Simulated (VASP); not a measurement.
# TaSb2 with PBEsol: from relaxation to properties, part 2 of 2

How well does PBEsol reproduce what experiment finds for TaSb2? The cell is relaxed first, and properties follow on it. The start is a computed cell from the Materials Project.

VASP 6.6.1, plane waves and PAW; the level of theory is named at each step.

So far. Step 5 (Band structure (PBEsol)): There is no gap at this level. Step 6 (Density of states (PBEsol)): The finer mesh and the other smearing move the Fermi level by +0.05 eV from the 8×8×4 run, a small shift, which tests the Fermi level alone. Of the states within 0.3 eV of the Fermi level, the largest shares in the PAW spheres are Ta d 45 % and Sb p 16 %. The rest lies in smaller channels or between the spheres.

## 7. Band structure (PBEsol + SOC)

This step: PBEsol, spin-orbit coupling; plane waves and PAW (Ta_pv, Sb) (VASP 6.6.1).

The mesh alone shows little of the dispersion and can miss band extrema, so KPOINTS_OPT adds a path through the symmetry points after the self-consistent cycle. Spin-orbit coupling needs spinors and the noncollinear program, where each band holds one electron.

Contents of INCAR:

```
SYSTEM = TaSb2
PREC = Accurate
ENCUT = 400
EDIFF = 1E-06
NELM = 100
ISMEAR = 0
SIGMA = 0.05
LREAL = .FALSE.
ALGO = Normal
GGA = PS
LNONCOLLINEAR = .TRUE.
MAGMOM = 0 0 0 0 0 0 0 0 0 0 0 0 0 0 0 0 0 0
NBANDS = 54
GGA_COMPAT = .FALSE.
LASPH = .TRUE.
LSORBIT = .TRUE.
LMAXMIX = 4
LORBIT = 11
LWAVE = .FALSE.
LCHARG = .FALSE.
KPAR = 4
```

Contents of POSCAR:

```
TaSb2
1.0
    5.1171574945     -1.8183642879      0.0095185283
    5.1171574945      1.8183642879      0.0095185283
   -4.2154227015      0.0000000000      7.1302925838
Ta Sb
2 4
Direct
    0.8497042829      0.8497042829      0.8118814231
    0.1502957171      0.1502957171      0.1881185769
    0.1480743744      0.1480743744      0.5345757291
    0.8519256356      0.8519256356      0.4654242709
    0.4049162393      0.4049162393      0.1137224561
    0.5950837607      0.5950837607      0.8862775439
```

Contents of KPOINTS:

```
Automatic mesh
0
Gamma
6 6 3
0 0 0
```

Contents of KPOINTS_OPT:

```
Line mode
16
Line-mode
Reciprocal
  0.50000000   0.50000000  -0.50000000 X
  0.00000000   0.00000000   0.00000000 GAMMA

  0.00000000   0.00000000   0.00000000 GAMMA
  0.00000000   0.00000000   0.50000000 Y

  0.50000000   0.50000000   0.00000000 L
  0.00000000   0.00000000   0.00000000 GAMMA

  0.00000000   0.00000000   0.00000000 GAMMA
  0.00000000  -0.50000000   0.00000000 Z

  0.50000000   0.00000000  -0.50000000 N
  0.00000000   0.00000000   0.00000000 GAMMA

  0.00000000   0.00000000   0.00000000 GAMMA
  0.00000000  -0.50000000   0.50000000 M

  0.50000000   0.00000000   0.00000000 R
  0.00000000   0.00000000   0.00000000 GAMMA
```

PAW data sets: Ta_pv and Sb (PBE family, release 64).

Launch:

```
mpirun -np 4 vasp_ncl
```

The job ended after 4.4 min (4 MPI ranks of AMD EPYC 9R45, shared host; peak memory 3 GiB).

The k-mesh is coarse for a metal.

This step gave:

- SCF cycles: 14
- bands: 54
- irreducible k-points: 34
- free energy (TOTEN): -46.26 eV
- energy at zero smearing: -46.26 eV
- Fermi energy: 8.568 eV
- pressure: 0.1069 GPa

On-site spin-orbit energy by atom:

| atom | on-site spin-orbit energy (eV) |
| --- | --- |
| Ta1 | -1.43 |
| Ta2 | -1.43 |
| Sb3 | -0.13 |
| Sb4 | -0.13 |
| Sb5 | -0.13 |
| Sb6 | -0.13 |

The electronic bands at the labelled points (eV, zero at the Fermi level; # counts the bands kept):

| point | #21 | #22 | #23 | #24 | #25 | #26 | #27 | #28 |
| --- | --- | --- | --- | --- | --- | --- | --- | --- |
| X | -0.56 | -0.56 | -0.56 | -0.56 | 0.08 | 0.08 | 0.39 | 0.39 |
| 0.47 of the way | -1.01 | -1.01 | -0.71 | -0.71 | -0.46 | -0.46 | 0.65 | 0.65 |
| Γ | -1.15 | -1.15 | -0.72 | -0.72 | -0.57 | -0.57 | 0.62 | 0.62 |
| 0.53 of the way | -1.18 | -1.18 | -0.82 | -0.82 | -0.68 | -0.68 | 0.76 | 0.76 |
| Y | -1.28 | -1.28 | -1.04 | -1.04 | -0.23 | -0.23 | 0.23 | 0.23 |
| jump to L | -0.87 | -0.87 | -0.35 | -0.35 | 0.15 | 0.15 | 0.56 | 0.56 |
| 0.47 of the way | -1.25 | -1.25 | -0.94 | -0.94 | -0.63 | -0.63 | 0.74 | 0.74 |
| Γ | -1.15 | -1.15 | -0.72 | -0.72 | -0.57 | -0.57 | 0.62 | 0.62 |
| 0.53 of the way | -1.65 | -1.65 | -1.36 | -1.36 | -0.92 | -0.92 | 0.84 | 0.84 |
| Z | -1.70 | -1.70 | -1.54 | -1.54 | -0.99 | -0.99 | 1.27 | 1.27 |
| jump to N | -1.79 | -1.79 | -1.33 | -1.33 | -0.63 | -0.63 | 0.35 | 0.35 |
| 0.47 of the way | -1.91 | -1.91 | -1.17 | -1.17 | -0.99 | -0.99 | 0.82 | 0.82 |
| Γ | -1.15 | -1.15 | -0.72 | -0.72 | -0.57 | -0.57 | 0.62 | 0.62 |
| 0.47 of the way | -1.88 | -1.88 | -1.14 | -1.14 | -0.91 | -0.91 | 0.85 | 0.85 |
| M | -1.79 | -1.79 | -1.33 | -1.33 | -0.63 | -0.63 | 0.35 | 0.35 |
| jump to R | -1.70 | -1.70 | -1.54 | -1.54 | -0.99 | -0.99 | 1.27 | 1.27 |
| 0.47 of the way | -1.65 | -1.65 | -1.36 | -1.36 | -0.92 | -0.92 | 0.84 | 0.84 |
| Γ | -1.15 | -1.15 | -0.72 | -0.72 | -0.57 | -0.57 | 0.62 | 0.62 |

Of the projections kept (Ta, Sb), the largest for each band there; the rest of the weight can lie on other orbitals:

| point | #21 | #22 | #23 | #24 | #25 | #26 | #27 | #28 |
| --- | --- | --- | --- | --- | --- | --- | --- | --- |
| X | Ta 0.50 | Ta 0.50 | Ta 0.54 | Ta 0.54 | Ta 0.74 | Ta 0.74 | Ta 0.82 | Ta 0.82 |
| Γ | Sb 0.52 | Sb 0.52 | Ta 0.52 | Ta 0.52 | Ta 0.51 | Ta 0.51 | Ta 0.93 | Ta 0.93 |
| Y | Ta 0.62 | Ta 0.62 | Sb 0.53 | Sb 0.53 | Ta 0.58 | Ta 0.58 | Ta 0.69 | Ta 0.69 |
| L | Ta 0.77 | Ta 0.77 | Ta 0.73 | Ta 0.73 | Ta 0.73 | Ta 0.73 | Ta 0.78 | Ta 0.78 |
| Γ | Sb 0.52 | Sb 0.52 | Ta 0.52 | Ta 0.52 | Ta 0.51 | Ta 0.51 | Ta 0.93 | Ta 0.93 |
| Z | Ta 0.61 | Ta 0.61 | Ta 0.63 | Ta 0.63 | Ta 0.51 | Ta 0.51 | Ta 0.71 | Ta 0.71 |

There is no gap at this level.

Of the bands kept, 2 cross the Fermi level on this path (spinor bands, one electron each).

## 8. Zone-centre phonons (PBEsol)

This step: PBEsol; plane waves and PAW (Ta_pv, Sb) (VASP 6.6.1).

Zone-centre modes test whether the atoms sit at a minimum within this cell. IBRION = 8 takes the force constants from linear response, which needs tightly converged orbitals.

Contents of INCAR:

```
SYSTEM = TaSb2
PREC = Accurate
ENCUT = 400
EDIFF = 1E-08
NELM = 100
ISMEAR = 1
SIGMA = 0.2
LREAL = .FALSE.
ALGO = Normal
GGA = PS
NBANDS = 27
LASPH = .TRUE.
LORBIT = 11
LWAVE = .FALSE.
LCHARG = .FALSE.
KPAR = 4
IBRION = 8
ISIF = 2
```

POSCAR is that of step 7.

Contents of KPOINTS:

```
Automatic mesh
0
Gamma
9 9 5
0 0 0
```

Launch:

```
mpirun -np 4 vasp_std
```

Wall time 24 min (4 MPI ranks); peak memory 4.2 GiB; 1.6 h of CPU time.

Energies printed during the response cycles are not total energies of the cell.

This step gave:

```yaml
bands: 27
irreducible_k_points: 115
pressure_of_the_cell: 0.02964 GPa
largest_force_of_the_cell: 0.02370 eV/Å
fermi_energy: 8.602 eV
```

The modes at Γ (shares of kinetic energy by element, %):

| mode | frequency (cm⁻¹) | symmetry | Ta % | Sb % |
| --- | --- | --- | --- | --- |
| 1 | -0.1 | acoustic | 43 | 57 |
| 2 | 0.0 | acoustic | 43 | 57 |
| 3 | 0.0 | acoustic | 43 | 57 |
| 4 | 94.6 | Bu | 10 | 90 |
| 5 | 107.3 | Ag | 56 | 44 |
| 6 | 114.9 | Au | 2 | 98 |
| 7 | 116.0 | Bg | 37 | 63 |
| 8 | 123.8 | Ag | 32 | 68 |
| 9 | 132.7 | Bg | 1 | 99 |
| 10 | 145.2 | Bu | 10 | 90 |
| 11 | 155.7 | Ag | 8 | 92 |
| 12 | 159.2 | Bg | 62 | 38 |
| 13 | 170.0 | Au | 55 | 45 |
| 14 | 171.7 | Ag | 62 | 38 |
| 15 | 183.8 | Bu | 44 | 56 |
| 16 | 190.8 | Ag | 31 | 69 |
| 17 | 194.3 | Bu | 50 | 50 |
| 18 | 229.7 | Ag | 11 | 89 |

Displacements in mode 4 (94.6 cm⁻¹), the largest set to 1:
```
Ta1  0.30  0.00 -0.09
Ta2  0.30  0.00 -0.09
Sb3 -1.00  0.00  0.07
Sb4 -1.00  0.00  0.07
Sb5  0.56  0.00  0.06
Sb6  0.56  0.00  0.06
```

Displacements in mode 6 (114.9 cm⁻¹), the largest set to 1:
```
Ta1  0.00 -0.16  0.00
Ta2  0.00 -0.16  0.00
Sb3  0.00  1.00  0.00
Sb4  0.00  1.00  0.00
Sb5  0.00 -0.76  0.00
Sb6  0.00 -0.76  0.00
```

The three acoustic modes lie within 0.1 cm⁻¹ of zero, and all others are real. By the characters of their eigenvectors the optical modes sort into (cm⁻¹) Raman active: Ag 107, Bg 116, Ag 124, Bg 133, Ag 156, Bg 159, Ag 172, Ag 191, Ag 230; infrared active: Bu 95, Au 115, Bu 145, Au 170, Bu 184, Bu 194. With a centre of inversion no mode is active in both.

## 9. Summary of results

| Item | Value |
| --- | --- |
| relaxed volume | 22.14 Å³/atom |
| relaxed conventional cell a, b, c | 10.234, 3.637, 8.283 Å; angles 90.0, 120.5, 90.0° |
| space group after relaxing, within 0.02 Å | C2/m (No. 12) |
| band gap | none, a metal |
| DOS at the Fermi level | 0.738 states/eV/cell |
| band gap (PBEsol + SOC) | none, a metal |
| highest zone-centre mode | 230 cm⁻¹ |

With PBEsol, TaSb2 relaxes to 22.14 Å³/atom in space group C2/m (held by the symmetry of the run) and comes out as a metal. Band structure (PBEsol): Of the bands kept, 1 crosses the Fermi level on this path. Band structure (PBEsol + SOC): Of the bands kept, 2 cross the Fermi level on this path (spinor bands, one electron each). Zone-centre phonons (PBEsol): The highest mode in this list at Γ, 229.7 cm⁻¹, is mostly motion of Sb (89 % of the kinetic energy). Modes at Γ alone can't show that the crystal is stable at other wave vectors. No search among competing phases was made, and a listed structure need not be the one stable at ambient conditions. All values are for a static lattice at zero temperature.

Calculation against experiment:

| quantity | measured | PBEsol |
| --- | --- | --- |
| lattice constant a (Å) | 10.225 | 10.234 (+0.1 %) |
| lattice constant b (Å) | 3.646 | 3.637 (-0.3 %) |
| lattice constant c (Å) | 8.295 | 8.283 (-0.1 %) |

Measured values from arxiv:1603.01717 (2016).

Verdict: The lattice constant a is off by +0.1 %: good agreement. The lattice constant b is off by -0.3 %: good agreement. The lattice constant c is off by -0.1 %: good agreement. The grades are ours: good and fair within 0.7 and 1.5 % for the lattice constant a, 0.7 and 1.5 % for the lattice constant b and 0.8 and 2 % for the lattice constant c. For lattice constants the calculation has a static lattice, without zero-point motion or thermal expansion.

[Lines on the potential files, build, host, timing and source positions are cut from VASP's logs without a mark.]

[Logs are printed without paths, hosts, clocks, repeated set-up lines and the standing remarks that a program may print on its own settings, such as how far it seeks lower states.]

[Hosts, paths, dates, database ids (printed as entryN), source tags and the programs' standing remarks are cut or masked in the printed files.]

[A measured line is paired with the nearest computed mode of its activity, which favours agreement.]
